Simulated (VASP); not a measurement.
These are vdW-DF2, VASP's PBE PAW potentials (set 64) (plane waves; VASP) values and carry that method's errors.

The input files of a VASP run:

### KPOINTS
```
kpoints
0
G
  7 7 4
0 0 0
```

### INCAR
```
AGGAC = 0.0
ALGO = Normal
EDIFF = 1E-7
ENCUT = 520
GGA = ML
ISIF = 2
ISMEAR = -5
LASPH = .True.
LCHARG = .True.
LEFG = .True.
LMAXMIX = 6
LORBIT = 11
LREAL = .False.
LUSE_VDW = .True.
LWAVE = .False.
NEDOS = 601
NELM = 100
PREC = Accurate
SYSTEM = La2O3
ZAB_VDW = -1.8867
```

### POSCAR
```
La2O3
6.3461130
  0.3153558010  -0.5462122548   0.0000000000
  0.3153558010   0.5462122548   0.0000000000
  0.0000000000   0.0000000000   1.0000000553
La O
2 3
direct
  0.3333330000   0.6666670000   0.2475518746
  0.6666670000   0.3333330000   0.7524481254
  0.0000000000   0.0000000000   0.0000000000
  0.3333330000   0.6666670000   0.6458432896
  0.6666670000   0.3333330000   0.3541567104
```

POTCAR, in this order: La O (PBE.64 set). Program: vasp_std.

Predict the energy per atom (σ→0).

```json
{
  "energy per atom (σ→0)": "-6.517 eV/atom"
}
```

File OSZICAR:
```
...
DAV:  13    -0.325865579677E+02    0.20704E-03   -0.11014E-03  2208   0.250E-01    0.271E-02
DAV:  14    -0.325865626972E+02   -0.47294E-05   -0.27678E-04  2312   0.139E-01    0.130E-02
DAV:  15    -0.325865636913E+02   -0.99410E-06   -0.18045E-05  2472   0.396E-02    0.999E-03
DAV:  16    -0.325865629186E+02    0.77262E-06   -0.30930E-06  2504   0.163E-02    0.599E-03
DAV:  17    -0.325865626252E+02    0.29343E-06   -0.26348E-06  2128   0.113E-02    0.154E-03
DAV:  18    -0.325865625018E+02    0.12340E-06   -0.72445E-07  1832   0.639E-03    0.514E-04
DAV:  19    -0.325865624396E+02    0.62240E-07   -0.56651E-08  1320   0.413E-03
   1 F= -.32586562E+02 E0= -.32586562E+02  d E =0.000000E+00
```

The compound is La2O3 in the a-type structure. It was relaxed first, which changed the volume by +7 %.
